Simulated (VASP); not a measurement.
All values below come from vdW-DF2, VASP's PBE PAW potentials (set 64) (plane waves; VASP).

The input files of a VASP run:

**INCAR**
```
# general
SYSTEM   = MgS
PREC     = Accurate
ENCUT    = 520
LREAL    = .False.
LASPH    = .True.

# electronic loop
EDIFF    = 1E-7
NELM     = 100
ALGO     = Normal

# smearing
ISMEAR   = 0
SIGMA    = 0.05

# functional
GGA      = ML
LUSE_VDW = .True.
AGGAC    = 0.0
ZAB_VDW  = -1.8867

# ions
ISIF     = 2

# output
LWAVE    = .False.
LCHARG   = .False.
```

POSCAR:
```
MgS
1
    0.0000000000     2.6446688315     2.6446688315
    2.6446688315     0.0000000000     2.6446688315
    2.6446688315     2.6446688315     0.0000000000
Mg S
1 1
Direct
  0.0000000000   0.0000000000   0.0000000000
  0.5000000000   0.5000000000   0.5000000000
```

File KPOINTS:
```
Automatic mesh
0
Gamma
9 9 9
0 0 0
```

POTCAR, in this order: Mg S (PBE.64 set). Program: vasp_std.

What will the output report for the number of irreducible k-points (NKPTS), largest plane-wave count, number of space-group operations, FFT grid (NGX, NGY, NGZ)?

| Quantity | Value |
|---|---|
| number of irreducible k-points (NKPTS) | 35 |
| largest plane-wave count | 1018 |
| number of space-group operations | 48 |
| FFT grid (NGX, NGY, NGZ) | 28 × 28 × 28 |

The compound is MgS in the rock salt structure. It was relaxed first, which changed the volume by +5 %.
